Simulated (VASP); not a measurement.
```xyz
7
Lattice="4.1543 0.0000 0.0000 0.0000 4.1543 0.0000 0.0000 0.0000 4.1543" Properties=species:S:1:pos:R:3 pbc="T T T"
La     0.0000     0.0000     0.0000
B      3.3243     2.0772     2.0772
B      2.0772     0.8300     2.0772
B      2.0772     3.3243     2.0772
B      0.8300     2.0772     2.0772
B      2.0772     2.0772     3.3243
B      2.0772     2.0772     0.8300
```

Calculation: PBE GGA, VASP's PBE PAW potentials (set 64) (plane waves; VASP 6.6.1). Numerical set-up: 620 eV cut-off, 8×8×8 Γ-centred mesh, first-order Methfessel-Paxton smearing of 0.10 eV, potentials La B.

Energy and stress use the plane-wave basis of the starting cell.

Question: The ions, cell shape and volume at an external pressure of 5.0 GPa are relaxed. Which structure does the run end with?

Answer: 
```xyz
7
Lattice="4.1162 0.0000 0.0000 0.0000 4.1162 0.0000 0.0000 0.0000 4.1162" Properties=species:S:1:pos:R:3 pbc="T T T"
La     0.0000     0.0000     0.0000
B      3.2954     2.0581     2.0581
B      2.0581     0.8208     2.0581
B      2.0581     3.2954     2.0581
B      0.8208     2.0581     2.0581
B      2.0581     2.0581     3.2954
B      2.0581     2.0581     0.8208
```
Space group Pm-3m (221), at a tolerance of 0.03 Å.

Question: How do energy and volume change from the first to the last step?

Answer: The energy (σ→0) changes by +4.2 meV/atom and the volume by -2.7 %, in 5 ionic steps.

The compound is LaB6 in the cab6 structure. This run relaxes it under an external pressure of 5 GPa. Symmetry was kept, so distortions that lower it aren't found. The electron count is odd and the run is not spin-polarised, which forces a metal.
